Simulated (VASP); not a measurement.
Given:

```xyz
1
Lattice="-2.8051 2.8051 2.8051 2.8051 -2.8051 2.8051 2.8051 2.8051 -2.8051" Properties=species:S:1:pos:R:3 pbc="T T T"
Rb     0.0000     0.0000     0.0000
```

Calculation: PW91 GGA, VASP's PBE PAW potentials (set 64) (plane waves; VASP). Numerical set-up: 520 eV cut-off, 9×9×9 Γ-centred mesh, first-order Methfessel-Paxton smearing of 0.10 eV, potentials Rb_sv.

**Question.** Predict the energy per atom (σ→0), band gap (on the k-mesh) with the smallest direct gap where there is one.

**Answer.** 
```json
{
  "band gap (on the k-mesh)": "none (metal, semimetal or under 0.01 eV)",
  "energy per atom (σ→0)": "-0.941 eV/atom"
}
```

The compound is Rb in the bcc structure. This cell is one point of a volume scan, at 0.97 of the reference volume.
